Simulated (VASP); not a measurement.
Data:

```
TiZn3
1.0
    3.88083     0.00000     0.00000
    0.00000     3.88083     0.00000
    0.00000     0.00000     3.88083
Ti Zn
1 3
Direct
  0.99541   0.00971   0.00099
  0.00248   0.49822   0.49547
  0.51331   0.00467   0.50072
  0.48880   0.48740   0.00281
```

These are PBEsol GGA, VASP's PBE PAW potentials (set 64) (plane waves; VASP) values and carry that method's errors. Settings: 300 eV cut-off, 5×5×5 Γ-centred mesh, Fermi-Dirac smearing of 0.14 eV, potentials Ti_sv Zn.

At this cut-off the stress carries a Pulay error, which pulls relaxed volumes low.

The ions, cell shape and volume are relaxed. Which structure does the run end with?

```
TiZn3
1.0
    3.86360     0.00029    -0.00007
    0.00030     3.85597     0.00007
   -0.00007     0.00007     3.86481
Ti Zn
1 3
Cartesian
  0.00006   0.00024   0.00013
  3.86353   1.92835   1.93239
  1.93192   3.85578   1.93257
  1.93216   1.92827   3.86453
```
Space group Pm-3m (221), at a tolerance of 0.03 Å.

How do energy and volume change from the first to the last step?

The energy (σ→0) changes by -10.5 meV/atom and the volume by -1.5 %, in 9 ionic steps.

The structure comes from a computed database's TiZn3 entry; how it stands against other phases isn't given here. In the starting cell atoms are displaced from their ideal sites. This run relaxes it. The k-mesh is coarse (spacing up to 0.33 per Å, 2π included), so the numbers may not be converged in it. The run is one of a series of settings (EDIFFG = -0.01, IBRION = 2, ISIF = 3, NSW = 50 against the base run), some of them coarse on purpose.
